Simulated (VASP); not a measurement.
CdS (zinc blende), at 0.96 of the tabulated volume:

```xyz
2
Lattice="0.0000 2.8707 2.8707 2.8707 0.0000 2.8707 2.8707 2.8707 0.0000" Properties=species:S:1:pos:R:3 pbc="T T T"
Cd     0.0000     0.0000     0.0000
S      1.4353     1.4353     1.4353
```

The lowest empty band near Γ, direction [111], from PBE with spin-orbit coupling in VASP (PAW); its two spin partners are averaged. The gap over the points computed is 1.24 eV, and the next band on that side lies 4.99 eV away at the edge.

Numerical set-up: 400 eV cut-off, 9×9×9 Γ-centred mesh, Gaussian smearing of 0.050 eV, potentials Cd S.

```csv
distance from the edge in k (1/Å),distance in energy (meV)
0.012,4.1
0.018,9.3
0.025,17.8
0.035,34.4
0.050,68.1
0.070,126.8
```

Task: Fit E(1 + αE) = ħ²k²/2m* (ħ²/2m0 = 3.810 eV Å²) and predict the row at 0.095 1/Å.

Result: Least squares on the energies gives the electron mass m* = 0.131 m0 and α = 0.95 per eV, and so 217.0 meV. The run gave 216.6 meV, -0.4 meV from the fit.

Left out are points under 3 meV from the edge, since the levels carry 0.1 meV, and points farther than half the way to the next band.

The compound is CdS in the zinc blende structure, a metastable form; wurtzite is the usual one. The cell was not relaxed at this level.
